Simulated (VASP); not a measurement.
Consider the following.

```xyz
6
Lattice="3.3993 0.0000 0.0000 -1.6996 2.9439 0.0000 0.0000 0.0000 12.1564" Properties=species:S:1:pos:R:3 pbc="T T T"
Ta     0.0000     0.0000     3.0391
Ta    -1.6996     2.9439     9.1173
Se     0.0000     1.9626     1.3794
Se     1.6996     0.9813     7.4575
Se     0.0000     1.9626     4.6988
Se     1.6996     0.9813    10.7770
```

The numbers are results of LDA (Ceperley-Alder, Perdew-Zunger), VASP's LDA PAW potentials (set 64) (plane waves; VASP), not measurements. Numerical set-up: 400 eV cut-off, Gaussian smearing of 0.050 eV, potentials Ta_pv Se.

Q: Give the energies of bands 13 to 26 at the high-symmetry points, in eV from the Fermi level.

A: 
| band | Γ | M | K | A | L | H |
|---|---|---|---|---|---|---|
| 13 | -3.09 | -5.09 | -4.96 | -2.00 | -4.86 | -4.86 |
| 14 | -2.04 | -4.19 | -4.51 | -2.00 | -4.86 | -4.86 |
| 15 | -2.04 | -3.80 | -4.36 | -2.00 | -3.62 | -4.14 |
| 16 | -1.96 | -3.72 | -4.36 | -2.00 | -3.62 | -4.14 |
| 17 | -1.96 | -2.76 | -3.42 | -1.59 | -2.64 | -3.38 |
| 18 | -0.92 | -2.62 | -3.14 | -1.59 | -2.64 | -3.38 |
| 19 | -0.92 | -2.48 | -3.14 | -0.88 | -1.80 | -2.87 |
| 20 | -0.84 | -1.20 | -2.41 | -0.88 | -1.80 | -2.87 |
| 21 | -0.84 | -0.67 | -1.96 | -0.88 | -0.91 | -1.86 |
| 22 | 0.18 | -0.65 | -1.96 | -0.88 | -0.91 | -1.86 |
| 23 | 0.37 | -0.65 | 0.67 | 1.25 | -0.25 | 0.74 |
| 24 | 1.46 | -0.21 | 0.67 | 1.25 | -0.25 | 0.74 |
| 25 | 3.07 | 3.26 | 2.23 | 3.14 | 3.28 | 2.24 |
| 26 | 3.09 | 3.39 | 2.25 | 3.14 | 3.29 | 2.24 |

It has no gap at this level: it comes out as a metal or semimetal.

The structure comes from a measured TaSe2 entry (P6_3/mmc) of the Crystallography Open Database, whose conditions weren't checked. It was relaxed first, which changed the volume by -6 %.
